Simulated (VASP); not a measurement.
Calculation: PBE GGA, VASP's PBE PAW potentials (set 64) (plane waves; VASP 6.6.1).

VASP input:

### INCAR
```
SYSTEM = As
PREC = Accurate
ENCUT = 520
EDIFF = 1E-6
NELM = 100
ALGO = Normal
LREAL = .FALSE.
LASPH = .TRUE.
ISMEAR = 1
SIGMA = 0.1
GGA = PE
LMAXMIX = 4
LWAVE = .FALSE.
LCHARG = .FALSE.
IBRION = 2
ISIF = 3
NSW = 60
EDIFFG = -0.01
```

File POSCAR:
```
As
1
    3.7289490469    -1.9105697506    -0.0034752564
    3.7289490469     1.9105697506    -0.0034752564
    2.7529934303     0.0000000000     3.1585400365
As
2
Direct
  0.2270584094   0.2270584094   0.2270584094
  0.7729415906   0.7729415906   0.7729415906
```

KPOINTS:
```
Automatic
0
gamma
 10 10 10
```

POTCAR, in this order: As (PBE.64 set). Program: vasp_std.

Question: What will the output report for the number of irreducible k-points (NKPTS), largest plane-wave count, number of space-group operations, FFT grid (NGX, NGY, NGZ)?

Answer: 
```json
{
 "number of irreducible k-points (NKPTS)": "116",
 "largest_plane_wave_count": "1228",
 "number_of_space_group_operations": "12",
 "FFT grid (NGX, NGY, NGZ)": "32 × 32 × 32"
}
```

The compound is As in the a7 structure. This run relaxes it. Symmetry was kept, so distortions that lower it aren't found. The start is the result of an earlier pass.
